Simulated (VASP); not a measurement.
All values below come from PBE GGA, VASP's PBE PAW potentials (set 64) (plane waves; VASP).

VASP ran on this input.

File POSCAR:
```
CdSe
1
    0.0000000000     3.0250000000     3.0250000000
    3.0250000000     0.0000000000     3.0250000000
    3.0250000000     3.0250000000     0.0000000000
Cd Se
1 1
Direct
  0.0000000000   0.0000000000   0.0000000000
  0.2500000000   0.2500000000   0.2500000000
```

INCAR:
```
ALGO  =  Normal   # blocked Davidson
PREC  =  Accurate
LMAXMIX  =  4   # l cut-off of mixed one-centre charges
EDIFF  =  1E-6   # SCF stop (eV)
LREAL  =  .FALSE.   # projection in real space or not
LWAVE  =  .FALSE.
SIGMA  =  0.05   # width (eV)
IBRION  =  2
ISIF  =  3
GGA  =  PE   # PBE
EDIFFG  =  -0.01   # ionic stop
ISMEAR  =  0   # Gaussian
LCHARG  =  .FALSE.
SYSTEM  =  CdSe
NSW  =  60
NELM  =  100   # most electronic steps
LASPH  =  .TRUE.
ENCUT  =  400
```

**KPOINTS**
```
Automatic mesh
0
Gamma
7 7 7
0 0 0
```

POTCAR, in this order: Cd Se (PBE.64 set). Program: vasp_std.

Energy and stress use the plane-wave basis of the starting cell.

Problem. What does the run give for the energy per atom (σ→0), volume per atom, band gap (on the k-mesh)?

Solution. 
The energy per atom (σ→0) is -2.742 eV/atom, the band gap (on the k-mesh) is 0.50 eV and the volume per atom is 29.61 Å³/atom.

File OSZICAR:
```
...
DAV:   1    -0.559186976023E+01   -0.11229E+00   -0.22013E+00   570   0.192E+01    0.234E+00
DAV:   2    -0.549522519805E+01    0.96645E-01   -0.25415E-01   560   0.782E+00    0.742E-01
DAV:   3    -0.548562388611E+01    0.96013E-02   -0.27134E-02   535   0.177E+00    0.642E-01
DAV:   4    -0.548477050047E+01    0.85339E-03   -0.17451E-03   535   0.413E-01    0.109E-01
DAV:   5    -0.548473361501E+01    0.36885E-04   -0.26622E-04   600   0.239E-01    0.569E-02
DAV:   6    -0.548474451493E+01   -0.10900E-04   -0.50557E-05   540   0.913E-02    0.173E-02
DAV:   7    -0.548474435504E+01    0.15989E-06   -0.20841E-06   600   0.922E-03
   3 F= -.54847444E+01 E0= -.54847444E+01  d E =-.423128E-01
```

The compound is CdSe in the zinc blende structure, whereas wurtzite is the usual form. This run relaxes it. Symmetry was kept, so distortions that lower it aren't found.
